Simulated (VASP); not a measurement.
OSZICAR of a VASP run on Tb (hcp):

OSZICAR:
```
       N       E                     dE             d eps       ncg     rms          rms(c)
DAV:   1     0.442264357745E+02    0.44226E+02   -0.89977E+03  1976   0.124E+03
DAV:   2    -0.672130617243E+01   -0.50948E+02   -0.49818E+02  2071   0.264E+02
DAV:   3    -0.901573890990E+01   -0.22944E+01   -0.21371E+01  2712   0.322E+01
DAV:   4    -0.906702873521E+01   -0.51290E-01   -0.50638E-01  2252   0.475E+00
DAV:   5    -0.906850232641E+01   -0.14736E-02   -0.14710E-02  2770   0.640E-01    0.242E+01
DAV:   6    -0.907306488645E+01   -0.45626E-02   -0.20271E-02  2348   0.122E+00    0.144E+01
DAV:   7    -0.908318191837E+01   -0.10117E-01   -0.37034E-02  2306   0.167E+00    0.220E-01
DAV:   8    -0.908289828603E+01    0.28363E-03   -0.20348E-03  2376   0.371E-01    0.629E-02
DAV:   9    -0.908290222334E+01   -0.39373E-05   -0.20999E-04  2396   0.115E-01    0.315E-02
DAV:  10    -0.908289583112E+01    0.63922E-05   -0.30229E-05  2361   0.413E-02    0.363E-02
DAV:  11    -0.908289683335E+01   -0.10022E-05   -0.38022E-06  2276   0.150E-02    0.117E-03
DAV:  12    -0.908289709018E+01   -0.25683E-06   -0.33746E-07  2481   0.477E-03    0.380E-03
DAV:  13    -0.908289696127E+01    0.12891E-06   -0.36759E-08  1298   0.151E-03    0.711E-04
DAV:  14    -0.908289694641E+01    0.14857E-07   -0.75902E-09  1243   0.815E-04
   1 F= -.95473459E+01 E0= -.95473095E+01  d E =-.954735E+01
       N       E                     dE             d eps       ncg     rms          rms(c)
DAV:   1    -0.908482269813E+01   -0.19257E-02   -0.70801E-02  1996   0.197E+00    0.168E-01
DAV:   2    -0.908390289580E+01    0.91980E-03   -0.12066E-03  2296   0.300E-01    0.108E-01
DAV:   3    -0.908350425200E+01    0.39864E-03   -0.52768E-04  2414   0.180E-01    0.531E-02
DAV:   4    -0.908350698638E+01   -0.27344E-05   -0.75807E-05  2490   0.652E-02    0.262E-02
DAV:   5    -0.908350708532E+01   -0.98948E-07   -0.17257E-06  2559   0.102E-02    0.390E-03
DAV:   6    -0.908350699630E+01    0.89020E-07   -0.19906E-07  2112   0.336E-03
   2 F= -.95479455E+01 E0= -.95477329E+01  d E =-.599660E-03
       N       E                     dE             d eps       ncg     rms          rms(c)
DAV:   1    -0.908448366744E+01   -0.97658E-03   -0.43723E-02  1986   0.154E+00    0.132E-01
DAV:   2    -0.908391302067E+01    0.57065E-03   -0.74781E-04  2296   0.236E-01    0.870E-02
DAV:   3    -0.908366820619E+01    0.24481E-03   -0.32034E-04  2414   0.140E-01    0.448E-02
DAV:   4    -0.908366951514E+01   -0.13089E-05   -0.46627E-05  2490   0.513E-02    0.212E-02
DAV:   5    -0.908366952205E+01   -0.69151E-08   -0.10901E-06  2548   0.811E-03    0.268E-03
DAV:   6    -0.908366946306E+01    0.58994E-07   -0.11911E-07  1571   0.266E-03
   3 F= -.95481007E+01 E0= -.95477494E+01  d E =-.754866E-03
```

Q: Which electronic solver shows in the log?

A: It is blocked Davidson (ALGO = Normal, or the opening steps of other solvers). The INCAR had ALGO = Normal.

Q: Can the final energy be trusted as converged?

A: The run converged. It stopped with EDIFF = 1E-7, NELM = 100, NSW = 30 and EDIFFG = -0.01 after 3 ionic steps (PBE GGA with D4 dispersion, plane waves, VASP's PBE PAW potentials (set 64)). The 4f electrons are frozen in the core of the lanthanide potential, so 4f levels, which can set the real gap, and their magnetism are missing.

The compound is Tb in the hcp structure. This cell is one point of a volume scan, at 0.97 of the reference volume. Symmetry was kept, so distortions that lower it aren't found.
